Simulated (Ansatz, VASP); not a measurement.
# Cross-check of HfSi between VASP and Ansatz

Wanted: the spread between two codes on one cell, functional and k mesh. The cell is generated by rule, not measured, and may not be a known phase. The cell is taken from a series of runs on this material, whose earlier steps may have relaxed, scaled, displaced or heated it; both programs get it as it stands.

Main program and level: Ansatz 0.2.0; plane waves, with VASP 6.6.1 beside it; zone-centre phonons at LDA.

The structure was built from a prototype and need not be the compound's stable phase.

**1. The structure**

It takes space group Cmmm (No. 65, orthorhombic). The conventional cell has a = 6.045 Å, b = 7.511 Å, c = 2.851 Å, α = 90.00°, β = 90.00°, γ = 90.00°. Nearest to Hf lie 8 Si at 2.79 to 2.86 Å and 4 Hf at 2.85 to 3.07 Å. Nearest to Si lie 3 Si at 2.47 to 2.85 Å and 8 Hf at 2.79 to 2.86 Å. Farther neighbours are not listed.

Coordinates:

```cif
data_structure
_symmetry_space_group_name_H-M 'P 1'
_symmetry_Int_Tables_number 1
_cell_length_a 4.8206
_cell_length_b 4.8206
_cell_length_c 2.8513
_cell_angle_alpha 90.000
_cell_angle_beta 90.000
_cell_angle_gamma 102.340
_cell_volume 64.73
loop_
_atom_site_label
_atom_site_type_symbol
_atom_site_fract_x
_atom_site_fract_y
_atom_site_fract_z
_atom_site_occupancy
Hf1 Hf 0.28705 0.71295 0.00000 1
Hf2 Hf 0.71295 0.28705 0.00000 1
Si3 Si 0.20389 0.20389 0.50000 1
Si4 Si 0.79611 0.79611 0.50000 1
```

**2. VASP: zone-centre phonons, LDA**

Second derivatives magnify differences that forces hide, and they need a tight electronic threshold.

Lines of VASP's logs that name or quote its potential files are left out, and so is its time.

INCAR reads:

```
SYSTEM = HfSi
PREC = Accurate
ENCUT = 500
EDIFF = 1E-08
NELM = 120
ISMEAR = 1
SIGMA = 0.15
LREAL = .FALSE.
ALGO = Normal
GGA = CA
NBANDS = 20
LASPH = .TRUE.
LORBIT = 11
LWAVE = .FALSE.
LCHARG = .FALSE.
ISIF = 2
IBRION = 8
GGA_COMPAT = .FALSE.
KPAR = 2
```

POSCAR reads:

```
HfSi
1.0
    3.0225621410     -3.7553130047      0.0000000000
    3.0225621410      3.7553130047      0.0000000000
    0.0000000000      0.0000000000      2.8513210601
Hf Si
2 2
Direct
    0.2870451529      0.7129548471      0.0000000000
    0.7129548471      0.2870451529      0.0000000000
    0.2038924096      0.2038924096      0.5000000000
    0.7961075904      0.7961075904      0.5000000000
```

KPOINTS reads:

```
Automatic mesh
0
Gamma
8 8 12
0 0 0
```

PAW data sets: Hf_pv and Si (LDA family, release 64).

Run with:

```console
$ mpirun -np 2 vasp_std
```

Numbers of over 12 decimals in the logs are rounded to 6 here.

Output:

```text
[banner, memory and clock lines left out]
running    2 mpi-ranks, on    1 nodes
 distrk:  each k-point on    1 cores,    2 groups
 distr:  one band on    1 cores,    1 groups

 POSCAR found type information on POSCAR HfSi
 POSCAR found :  2 types and       4 ions
 LDA part: xc-table for (Slater(with rela. corr.)+CA(PZ))
 , standard interpolation
 POSCAR, INCAR and KPOINTS ok, starting setup
 FFT: planning ... GRIDC
 FFT: planning ... GRID_SOFT
 FFT: planning ... GRID
 WAVECAR not read
 entering main loop
       N       E                     dE             d eps       ncg     rms          rms(c)
DAV:   1     0.791049066312E+02    0.79105E+02   -0.14552E+04  5880   0.127E+03
DAV:   2    -0.321942581091E+02   -0.11130E+03   -0.10742E+03  7156   0.277E+02
DAV:   3    -0.365479217169E+02   -0.43537E+01   -0.42531E+01  7872   0.371E+01
DAV:   4    -0.366050940204E+02   -0.57172E-01   -0.56637E-01  7368   0.436E+00
DAV:   5    -0.366058826657E+02   -0.78865E-03   -0.78822E-03  7480   0.466E-01    0.647E+01
DAV:   6    -0.356875194354E+02    0.91836E+00   -0.26105E+00  6596   0.708E+00    0.417E+01
DAV:   7    -0.355542765178E+02    0.13324E+00   -0.73443E-01  7264   0.492E+00    0.227E+00
DAV:   8    -0.355391981387E+02    0.15078E-01   -0.63351E-02  6692   0.144E+00    0.165E+00
DAV:   9    -0.355377441708E+02    0.14540E-02   -0.13294E-02  7340   0.628E-01    0.635E-01
DAV:  10    -0.355375530891E+02    0.19108E-03   -0.12377E-03  7224   0.167E-01    0.192E-01
DAV:  11    -0.355375578041E+02   -0.47150E-05   -0.63889E-05  6992   0.485E-02    0.111E-01
DAV:  12    -0.355375537483E+02    0.40558E-05   -0.10431E-05  7104   0.192E-02    0.137E-02
DAV:  13    -0.355375537878E+02   -0.39464E-07   -0.16795E-06  7668   0.741E-03    0.109E-02
DAV:  14    -0.355375537179E+02    0.69887E-07   -0.26538E-07  7108   0.253E-03    0.123E-03
DAV:  15    -0.355375537194E+02   -0.14670E-08   -0.10757E-08  4512   0.597E-04
   1 F= -.35537554E+02 E0= -.35537894E+02  d E =0.102165E-02
 Linear response reoptimize wavefunctions to high precision
DAV:   1    -0.355375537193E+02    0.42746E-10   -0.11346E-09  4584   0.219E-04
DAV:   2    -0.355375537194E+02   -0.37289E-10   -0.14037E-10  3836   0.725E-05
 Linear response DOF=           6
 Linear response progress:
  Degree of freedom:   1/  6
       N       E                     dE             d eps       ncg     rms          rms(c)
RMM:   1    -0.228622645383E+00   -0.22862E+00    0.54213E+00 10092   0.124E+01
RMM:   2    -0.235993932650E+00   -0.73713E-02   -0.50708E-02 14629   0.124E+00    0.671E-01
RMM:   3    -0.235935289070E+00    0.58644E-04   -0.47659E-03 18483   0.261E-01    0.280E-01
RMM:   4    -0.235788104920E+00    0.14718E-03   -0.51437E-04 20919   0.844E-02    0.197E-01
RMM:   5    -0.235597713736E+00    0.19039E-03   -0.61690E-05 20599   0.384E-02    0.403E-02
RMM:   6    -0.235560394364E+00    0.37319E-04   -0.77164E-06 20671   0.117E-02    0.157E-02
RMM:   7    -0.235562481610E+00   -0.20872E-05    0.45690E-06 20007   0.482E-03    0.417E-03
RMM:   8    -0.235555553393E+00    0.69282E-05    0.99329E-06 21110   0.235E-03    0.122E-03
RMM:   9    -0.235555226246E+00    0.32715E-06    0.59344E-06 21312   0.854E-04    0.349E-04
RMM:  10    -0.235554902885E+00    0.32336E-06    0.29583E-06 22604   0.469E-04    0.170E-04
RMM:  11    -0.235554745615E+00    0.15727E-06    0.16519E-06 21739   0.316E-04    0.977E-05
RMM:  12    -0.235554704568E+00    0.41047E-07    0.82355E-07 22724   0.251E-04    0.270E-05
RMM:  13    -0.235554662311E+00    0.42257E-07    0.45639E-07 22443   0.216E-04    0.160E-05
RMM:  14    -0.235554626627E+00    0.35685E-07    0.19844E-07 22997   0.200E-04    0.577E-06
RMM:  15    -0.235554615387E+00    0.11240E-07    0.85793E-08 20665   0.189E-04    0.483E-06
RMM:  16    -0.235554602249E+00    0.13138E-07   -0.75613E-10 21520   0.184E-04    0.147E-06
RMM:  17    -0.235554602849E+00   -0.60018E-09   -0.33809E-08 16703   0.180E-04    0.179E-06
 first order change of Fermi-energy  -0.16494E-03
 force on displaced ion       1 direction 1 : -10.083  -0.007   0.000
 Linear response progress:
  Degree of freedom:   2/  6
       N       E                     dE             d eps       ncg     rms          rms(c)
RMM:   1    -0.229107849634E+00   -0.22911E+00    0.52367E+00  6239   0.124E+01
RMM:   2    -0.235455989368E+00   -0.63481E-02   -0.51689E-02  9042   0.126E+00    0.667E-01
RMM:   3    -0.235463136321E+00   -0.71470E-05   -0.44077E-03 11543   0.247E-01    0.287E-01
RMM:   4    -0.235331460686E+00    0.13168E-03   -0.49451E-04 12888   0.815E-02    0.196E-01
RMM:   5    -0.235142975378E+00    0.18849E-03   -0.58466E-05 12719   0.378E-02    0.387E-02
RMM:   6    -0.235112068142E+00    0.30907E-04   -0.72130E-06 13205   0.111E-02    0.115E-02
RMM:   7    -0.235109569138E+00    0.24990E-05    0.10912E-06 13113   0.415E-03    0.565E-03
RMM:   8    -0.235108856917E+00    0.71222E-06    0.42091E-06 12408   0.237E-03    0.111E-03
[...]
RMM:  63    -0.235106535608E+00    0.81112E-09    0.14982E-07  7791   0.148E-04    0.782E-07
RMM:  64    -0.235106535743E+00   -0.13419E-09    0.14267E-07  7493   0.148E-04    0.122E-06
RMM:  65    -0.235106535733E+00    0.98844E-11    0.14923E-07  7521   0.148E-04    0.912E-07
RMM:  66    -0.235106535884E+00   -0.15115E-09    0.14174E-07  7553   0.148E-04    0.148E-06
[...]
RMM:   1    -0.188070640343E+00   -0.18807E+00    0.52258E+00  9546   0.117E+01
RMM:   2    -0.192895234355E+00   -0.48246E-02   -0.41230E-02 13676   0.113E+00    0.438E-01
RMM:   3    -0.192451180034E+00    0.44405E-03   -0.38860E-03 16889   0.238E-01    0.154E-01
RMM:   4    -0.192146819186E+00    0.30436E-03   -0.38919E-04 19757   0.794E-02    0.153E-01
RMM:   5    -0.191768662413E+00    0.37816E-03   -0.68750E-05 19277   0.415E-02    0.207E-02
RMM:   6    -0.191724219379E+00    0.44443E-04   -0.88740E-06 20668   0.128E-02    0.188E-02
RMM:   7    -0.191730409352E+00   -0.61900E-05   -0.16814E-05 18907   0.649E-03    0.655E-03
RMM:   8    -0.191729809706E+00    0.59965E-06   -0.10508E-05 18619   0.218E-03    0.329E-03
RMM:   9    -0.191730084478E+00   -0.27477E-06   -0.70546E-06 20022   0.104E-03    0.102E-03
RMM:  10    -0.191731995120E+00   -0.19106E-05   -0.43765E-06 19095   0.598E-04    0.962E-04
RMM:  11    -0.191731767315E+00    0.22781E-06   -0.28318E-06 19243   0.403E-04    0.466E-05
RMM:  12    -0.191731860649E+00   -0.93335E-07   -0.18287E-06 20866   0.292E-04    0.120E-04
RMM:  13    -0.191731858355E+00    0.22946E-08   -0.12091E-06 19384   0.233E-04    0.167E-04
RMM:  14    -0.191731752400E+00    0.10595E-06   -0.80274E-07 20346   0.207E-04    0.354E-04
[...]
RMM:  18    -0.191732341301E+00   -0.30962E-06   -0.17864E-07 21032   0.179E-04    0.755E-05
RMM:  19    -0.191732406372E+00   -0.65071E-07   -0.12864E-07 21894   0.158E-04    0.122E-04
RMM:  20    -0.191732412845E+00   -0.64728E-08   -0.10439E-07 19564   0.150E-04    0.127E-04
RMM:  21    -0.191732323376E+00    0.89469E-07   -0.92058E-08 20338   0.153E-04    0.543E-05
RMM:  22    -0.191732253219E+00    0.70157E-07   -0.88121E-08 21389   0.153E-04    0.270E-05
RMM:  23    -0.191732179568E+00    0.73651E-07   -0.82947E-08 21446   0.152E-04    0.643E-05
RMM:  24    -0.191732218825E+00   -0.39257E-07   -0.74946E-08 20539   0.149E-04    0.160E-05
RMM:  25    -0.191732227739E+00   -0.89135E-08   -0.64042E-08 18571   0.147E-04    0.653E-06
 first order change of Fermi-energy   0.11111E-03
 force on displaced ion       1 direction 3 :  -0.000  -0.003  -0.662
 Linear response progress:
  Degree of freedom:   4/  6
       N       E                     dE             d eps       ncg     rms          rms(c)
RMM:   1    -0.279052869368E-01   -0.27905E-01    0.43608E-02 12656   0.103E+00
RMM:   2    -0.256303646597E-01    0.22749E-02   -0.34459E-03 10216   0.258E-01    0.428E-01
RMM:   3    -0.255159815714E-01    0.11438E-03   -0.11929E-03  8601   0.152E-01    0.194E-01
RMM:   4    -0.256913132216E-01   -0.17533E-03   -0.25982E-04 10442   0.632E-02    0.441E-02
RMM:   5    -0.256976675071E-01   -0.63543E-05   -0.28923E-05 10347   0.276E-02    0.127E-02
RMM:   6    -0.257081108471E-01   -0.10443E-04   -0.35923E-06 10638   0.816E-03    0.356E-03
RMM:   7    -0.256977386320E-01    0.10372E-04   -0.61818E-07 10735   0.293E-03    0.825E-04
RMM:   8    -0.256987283932E-01   -0.98976E-06   -0.85345E-08 10917   0.889E-04    0.596E-04
RMM:   9    -0.256992258847E-01   -0.49749E-06   -0.10885E-08 11249   0.337E-04    0.203E-04
RMM:  10    -0.256995376609E-01   -0.31178E-06    0.63844E-09 10923   0.129E-04    0.616E-05
RMM:  11    -0.256995604239E-01   -0.22763E-07    0.15420E-08 11981   0.674E-05    0.192E-05
RMM:  12    -0.256995795076E-01   -0.19084E-07   -0.76286E-09 11988   0.409E-05    0.417E-06
RMM:  13    -0.256995674420E-01    0.12066E-07    0.79061E-09 10726   0.330E-05    0.259E-06
RMM:  14    -0.256995687523E-01   -0.13102E-08   -0.16013E-09  9652   0.311E-05    0.860E-07
 first order change of Fermi-energy  -0.29528E+00
 force on displaced ion       3 direction 1 :  -9.144  -0.000   0.000
 Linear response progress:
  Degree of freedom:   5/  6
       N       E                     dE             d eps       ncg     rms          rms(c)
RMM:   1    -0.275641396608E-01   -0.27564E-01    0.50382E-02 20498   0.113E+00
RMM:   2    -0.251197050735E-01    0.24444E-02   -0.38423E-03 16804   0.272E-01    0.467E-01
RMM:   3    -0.250166973164E-01    0.10301E-03   -0.10340E-03 13978   0.153E-01    0.217E-01
RMM:   4    -0.251762877130E-01   -0.15959E-03   -0.26103E-04 17034   0.659E-02    0.400E-02
RMM:   5    -0.251697870158E-01    0.65007E-05   -0.26943E-05 17275   0.278E-02    0.110E-02
RMM:   6    -0.251760611459E-01   -0.62741E-05   -0.26772E-06 17834   0.657E-03    0.266E-03
RMM:   7    -0.251731317148E-01    0.29294E-05   -0.30049E-07 18523   0.242E-03    0.134E-03
RMM:   8    -0.251726217971E-01    0.50992E-06   -0.51638E-08 18666   0.710E-04    0.595E-04
RMM:   9    -0.251738573297E-01   -0.12355E-05   -0.53779E-08 17154   0.424E-04    0.331E-04
RMM:  10    -0.251737383360E-01    0.11899E-06    0.10130E-08 18362   0.164E-04    0.697E-05
RMM:  11    -0.251737612923E-01   -0.22956E-07   -0.86960E-09 19279   0.640E-05    0.233E-05
RMM:  12    -0.251737393010E-01    0.21991E-07    0.61138E-09 18613   0.367E-05    0.524E-06
RMM:  13    -0.251737520383E-01   -0.12737E-07   -0.48518E-09 18161   0.321E-05    0.186E-06
RMM:  14    -0.251737514073E-01    0.63098E-09   -0.17058E-09 14775   0.284E-05    0.383E-07
 first order change of Fermi-energy   0.61361E-05
 force on displaced ion       3 direction 2 :   0.003  -8.397   0.000
 Linear response progress:
  Degree of freedom:   6/  6
       N       E                     dE             d eps       ncg     rms          rms(c)
RMM:   1    -0.129929659699E-01   -0.12993E-01   -0.33981E-03 18510   0.610E-01
RMM:   2    -0.125627574499E-01    0.43021E-03   -0.69310E-04 15218   0.119E-01    0.163E-01
RMM:   3    -0.126465280944E-01   -0.83771E-04   -0.14091E-04 14034   0.557E-02    0.839E-02
RMM:   4    -0.128437877543E-01   -0.19726E-03   -0.97393E-05 14405   0.403E-02    0.806E-03
RMM:   5    -0.128277483555E-01    0.16039E-04   -0.76890E-06 16058   0.140E-02    0.249E-03
RMM:   6    -0.128313466056E-01   -0.35983E-05   -0.80254E-07 16386   0.370E-03    0.146E-03
RMM:   7    -0.128250137471E-01    0.63329E-05   -0.97915E-08 15820   0.136E-03    0.426E-04
RMM:   8    -0.128284533939E-01   -0.34396E-05   -0.24585E-08 14944   0.600E-04    0.464E-04
RMM:   9    -0.128275181915E-01    0.93520E-06    0.20647E-09 15976   0.234E-04    0.759E-05
RMM:  10    -0.128275850663E-01   -0.66875E-07   -0.34930E-09 17263   0.792E-05    0.367E-05
RMM:  11    -0.128275818539E-01    0.32124E-08    0.85117E-09 17076   0.350E-05    0.263E-05
 first order change of Fermi-energy   0.18640E-03
 force on displaced ion       3 direction 3 :  -0.005  -0.000  -2.798
 Linear response finished
```

(Continued in part 2 of 2.)

[Lines on the potential files, build, host, timing and source positions are cut from VASP's logs without a mark.]

[Logs are printed without paths, hosts, clocks, repeated set-up lines and the standing remarks that a program may print on its own settings, such as how far it seeks lower states.]

[Hosts, paths, dates, database ids (printed as entryN), source tags and the programs' standing remarks are cut or masked in the printed files.]
